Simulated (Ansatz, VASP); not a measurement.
# Cross-check of Ta2O5 between VASP and Ansatz, part 2 of 2

Aim: how closely do two programs agree when they are given the same cell, functional and k mesh? The cell is taken from a series of runs on this material, whose earlier steps may have relaxed, scaled, displaced or heated it; both programs get it as it stands.

VASP 6.6.1 and Ansatz 0.2.0.

So far. Step 2 (VASP: single point, LDA): The run ends at a pressure of -4.64 GPa, with forces up to 0.16 eV/Å.

**5. Ansatz: single point, LDA, spin-orbit coupling**

Level of this step: Ansatz beside VASP: Kohn-Sham DFT, plane waves, LDA, spin-orbit coupling (Ansatz).

A single point gives forces, pressure and levels at one fixed geometry, so differences don't come from the geometry; what else differs is listed under the comparison.

The cell is taken from a series of runs on this material, whose earlier steps may have relaxed, scaled, displaced or heated it; both programs get it as it stands.

File input.yaml:

```yaml
crystal:
  lattice:
    - [3.84085413, 0.0, 0.0]
    - [0.0, 13.0373230544, 0.0]
    - [0.0, 0.0, 3.8741645114]
  atoms:
    - { symbol: Ta, position: [0.0, 0.14579693, 0.02271197] }
    - { symbol: Ta, position: [0.5, 0.35420307, 0.97728803] }
    - { symbol: Ta, position: [0.5, 0.64579693, 0.97728803] }
    - { symbol: Ta, position: [0.0, 0.85420307, 0.02271197] }
    - { symbol: O, position: [0.5, 0.18522554, 0.00205837] }
    - { symbol: O, position: [0.0, 0.31477446, 0.99794163] }
    - { symbol: O, position: [0.0, 0.68522554, 0.99794163] }
    - { symbol: O, position: [0.5, 0.81477446, 0.00205837] }
    - { symbol: O, position: [0.0, 0.85107074, 0.50764741] }
    - { symbol: O, position: [0.5, 0.64892926, 0.49235259] }
    - { symbol: O, position: [0.5, 0.35107074, 0.49235259] }
    - { symbol: O, position: [0.5, 0.5, 0.99500122] }
    - { symbol: O, position: [0.0, 0.0, 0.00499878] }
    - { symbol: O, position: [0.0, 0.14892926, 0.50764741] }
kpoints:
  mp_grid: { grid: [6, 2, 6] }
  band_path:
    path:
      - [0.0, 0.0, 0.0]
      - [0.5, 0.0, 0.0]
      - [0.5, 0.5, 0.0]
      - [0.0, 0.5, 0.0]
      - [0.0, 0.0, 0.5]
      - [0.5, 0.0, 0.5]
      - [0.5, 0.5, 0.5]
      - [0.0, 0.5, 0.5]
    npoints: 1
hamiltonian:
  xc: lda
scf:
  occupations: { method: fixed }
  n_extra_bands: 16
magnetization:
  noncollinear: true
  spin_orbit: true
output:
  eigenvalues: true
```

Run with:

```console
ansatz run input.yaml --threads 4 --pin off --max-ram 138240MiB --backend cuda --events-out ev --progress --plain --runs-dir out --devices 1 --max-vram 26GiB
```

Numbers of over 12 decimals in the logs are rounded to 6 here.

What it wrote:

```text
[...]
GPUs: using 1 of 1 available (devices: 1).
[...]
non-collinear run that drives no moment, with spin-orbit: no starting moment large enough to seed its density (crystal.atoms[].spin), no starting occupations that ask for one, no magnetisation constraint and no magnetic field, so the semilocal B_xc is pinned to zero
[...]
GPU FFT provider: cuFFT
[...]
k-point 0: bands = [... 108 lower, 5.9773, 5.9773, 6.0754, 6.0754, 8.8592, 8.8592, 8.8796, 8.8796, ... 12 higher]
  k-point 1: bands = [... 108 lower, 5.6956, 5.6956, 6.0012, 6.0012, 9.6961, 9.6961, 9.7546, 9.7546, ... 12 higher]
  k-point 2: bands = [... 108 lower, 6.2213, 6.2213, 6.2963, 6.2963, 10.5802, 10.5802, 10.7347, 10.7347, ... 12 higher]
  k-point 31: bands = [... 108 lower, 6.6548, 6.6548, 6.6548, 6.6548, 9.8171, 9.8171, 9.8171, 9.8171, ... 12 higher]
[key lines of the parts left out:]
SCF converged after 11 iterations
Magnetization: |M| = 0.0000 μB,  M = (+0.0000, +0.0000, +0.0000) μB
Free energy (F): -44384.419242 eV
Fermi energy:    6.654818 eV
```

**6. VASP: single point, LDA, spin-orbit coupling**

The same cell, functional (in two slightly different forms) and mesh now go to VASP, with its own data sets.

File INCAR:

```
SYSTEM = Ta2O5
PREC = Accurate
ENCUT = 520
EDIFF = 1E-06
NELM = 200
ISMEAR = 0
SIGMA = 0.01
LREAL = .FALSE.
ALGO = Normal
GGA = PW92
LNONCOLLINEAR = .TRUE.
MAGMOM = 0 0 0 0 0 0 0 0 0 0 0 0 0 0 0 0 0 0 0 0 0 0 0 0 0 0 0 0 0 0 0 0 0 0 0 0 0 0 0 0 0 0
NBANDS = 132
GGA_COMPAT = .FALSE.
LASPH = .TRUE.
LSORBIT = .TRUE.
LMAXMIX = 4
LORBIT = 11
LWAVE = .FALSE.
LCHARG = .FALSE.
ISIF = 2
EFERMI = MIDGAP
KPAR = 4
```

File POSCAR:

```
Ta2O5
1.0
    3.8408541300      0.0000000000      0.0000000000
    0.0000000000     13.0373230544      0.0000000000
    0.0000000000      0.0000000000      3.8741645114
Ta O
4 10
Direct
    0.0000000000      0.1457969300      0.0227119700
    0.5000000000      0.3542030700      0.9772880300
    0.5000000000      0.6457969300      0.9772880300
    0.0000000000      0.8542030700      0.0227119700
    0.5000000000      0.1852255400      0.0020583700
    0.0000000000      0.3147744600      0.9979416300
    0.0000000000      0.6852255400      0.9979416300
    0.5000000000      0.8147744600      0.0020583700
    0.0000000000      0.8510707400      0.5076474100
    0.5000000000      0.6489292600      0.4923525900
    0.5000000000      0.3510707400      0.4923525900
    0.5000000000      0.5000000000      0.9950012200
    0.0000000000      0.0000000000      0.0049987800
    0.0000000000      0.1489292600      0.5076474100
```

File KPOINTS:

```
Automatic mesh
0
Gamma
6 2 6
0 0 0
```

Potentials, in the order of the species: Ta_pv and O (LDA family, release 64).

Run with:

```console
mpirun -np 4 vasp_ncl
```

What it wrote:

```text
[banner, memory and clock lines left out]
running    4 mpi-ranks, on    1 nodes
[...]
[... a notice as in an earlier step ...]

 LDA part: xc-table for (Slater(with rela. corr.)+PW92), standard interpolation
 POSCAR, INCAR and KPOINTS ok, starting setup
[...]
entering main loop
       N       E                     dE             d eps       ncg     rms          rms(c)
DAV:   1     0.972662583507E+03    0.97266E+03   -0.57710E+04  8472   0.157E+03
DAV:   2    -0.877935312383E+02   -0.10605E+04   -0.10171E+04  9984   0.445E+02
DAV:   3    -0.178227614973E+03   -0.90434E+02   -0.89627E+02  9672   0.133E+02
DAV:   4    -0.180156180128E+03   -0.19286E+01   -0.19191E+01 10096   0.204E+01
[...]
DAV:  14    -0.150912203805E+03    0.10339E-05   -0.24550E-05 10948   0.315E-02    0.892E-03
DAV:  15    -0.150912208682E+03   -0.48767E-05   -0.86605E-06  8872   0.120E-02    0.360E-03
DAV:  16    -0.150912209436E+03   -0.75428E-06   -0.45091E-07  4904   0.325E-03
   1 F= -.15091221E+03 E0= -.15091221E+03  d E =0.000000E+00  mag=    -0.0000    -0.0000    -0.0000
```

OUTCAR, selected parts (step 6):

```text
  Total       -5.7129223     -5.5637116     -4.8004312      0.0000000      0.0000000      0.0000000
  in kB      -47.1818100    -45.9495109    -39.6457402      0.0000000      0.0000000      0.0000000
  external PRESSURE =     -44.2590204 kB  Pullay stress =       0.0000000 kB

 POSITION                                       TOTAL-FORCE (eV/Angst)
 -----------------------------------------------------------------------------------
      0.00000      1.90080      0.08799         0.000000      0.119120     -0.030316
      1.92043      4.61786      3.78617        -0.000000     -0.119120      0.030316
      1.92043      8.41946      3.78617        -0.000000      0.119120      0.030316
      0.00000     11.13652      0.08799         0.000000     -0.119120     -0.030316
      1.92043      2.41485      0.00797         0.000000      0.070136      0.008145
      0.00000      4.10382      3.86619        -0.000000     -0.070136     -0.008145
      0.00000      8.93351      3.86619        -0.000000      0.070136     -0.008145
      1.92043     10.62248      0.00797         0.000000     -0.070136      0.008145
      0.00000     11.09568      1.96671         0.000000     -0.025599      0.012380
      1.92043      8.46030      1.90745        -0.000000      0.025599     -0.012380
      1.92043      4.57702      1.90745         0.000000     -0.025599     -0.012380
      1.92043      6.51866      3.85480         0.000000      0.000000     -0.006708
      0.00000      0.00000      0.01937         0.000000      0.000000      0.006708
      0.00000      1.94164      1.96671         0.000000      0.025599      0.012380
 -----------------------------------------------------------------------------------
[...]
7        0.000  -0.000   0.000  -0.000
    8        0.000  -0.000   0.000  -0.000
    9       -0.000  -0.000   0.000  -0.000
   10       -0.000  -0.000   0.000  -0.000
   11        0.000   0.000   0.000   0.000
   12        0.000   0.000   0.000   0.000
   13        0.000   0.000   0.000   0.000
   14        0.000   0.000   0.000   0.000
--------------------------------------------------
tot          0.000  -0.000   0.000   0.000

 magnetization (y)
# of ion       s       p       d       tot
------------------------------------------
    1       -0.000   0.000   0.000   0.000
    2       -0.000   0.000   0.000   0.000
    3       -0.000   0.000   0.000   0.000
    4       -0.000   0.000   0.000   0.000
    5        0.000   0.000   0.000   0.000
    6        0.000   0.000   0.000   0.000
    7        0.000   0.000   0.000   0.000
    8        0.000   0.000   0.000   0.000
    9        0.000   0.000   0.000   0.000
   10        0.000   0.000   0.000   0.000
   11        0.000   0.000   0.000   0.000
   12        0.000   0.000   0.000   0.000
   13        0.000   0.000   0.000   0.000
   14        0.000   0.000   0.000   0.000
--------------------------------------------------
tot         -0.000   0.000   0.000   0.000

 magnetization (z)
# of ion       s       p       d       tot
------------------------------------------
    1       -0.000  -0.000   0.000   0.000
    2        0.000  -0.000   0.000   0.000
    3        0.000   0.000  -0.000  -0.000
    4        0.000   0.000  -0.000  -0.000
    5        0.000  -0.000   0.000  -0.000
    6        0.000   0.000   0.000   0.000
    7        0.000  -0.000   0.000  -0.000
    8        0.000   0.000   0.000   0.000
    9        0.000   0.000   0.000   0.000
   10        0.000   0.000   0.000   0.000
   11       -0.000   0.000   0.000  -0.000
   12        0.000   0.000   0.000   0.000
   13        0.000   0.000   0.000   0.000
   14       -0.000   0.000   0.000  -0.000
--------------------------------------------------
tot          0.000   0.000   0.000   0.000

[... 1 part as in an earlier step ...]

[... 2 further parts left out ...]
[key lines of the parts left out:]
E-fermi :   1.7820
```

The run ends at a pressure of -4.43 GPa, with forces up to 0.12 eV/Å.

**7. Side by side**

What differs besides the data sets and the points named for the pairs above, as far as they apply: spin-orbit coupling enters by fully relativistic files in Ansatz and inside the spheres in VASP; fixed occupations in Ansatz, narrow Gaussian smearing in VASP; the data sets hold 112 valence electrons in Ansatz (on its fully relativistic PAW (standard-fr) files) and 104 in VASP. Total energies have different zeros and are not compared.

Both answers:

```csv
quantity,Ansatz,VASP,difference
gap on the k mesh (eV),2.204,2.124,+0.080
```

A gap on the mesh is an upper bound, since the band edges may lie between its points.

**8. Results**

* difference in gap on the k mesh (single point, LDA): 0.051 eV
* difference in gap on the k mesh (single point, LDA, spin-orbit coupling): 0.080 eV

What this shows: The difference in gap on the k mesh is 0.080 eV (single point, LDA, spin-orbit coupling), at about the 0.08 eV picked in this series as the mark of a large difference. The data sets hold unlike numbers of valence electrons (112 in Ansatz and 104 in VASP), so part of the differences comes from the potentials. Such differences can come from data sets, numerical settings and the points named under the comparisons, not from the functional's error against experiment.

[Lines on the potential files, build, host, timing and source positions are cut from VASP's logs without a mark.]

[Logs are printed without paths, hosts, clocks, repeated set-up lines and the standing remarks that a program may print on its own settings, such as how far it seeks lower states.]

[Hosts, paths, dates, database ids (printed as entryN), source tags and the programs' standing remarks are cut or masked in the printed files.]
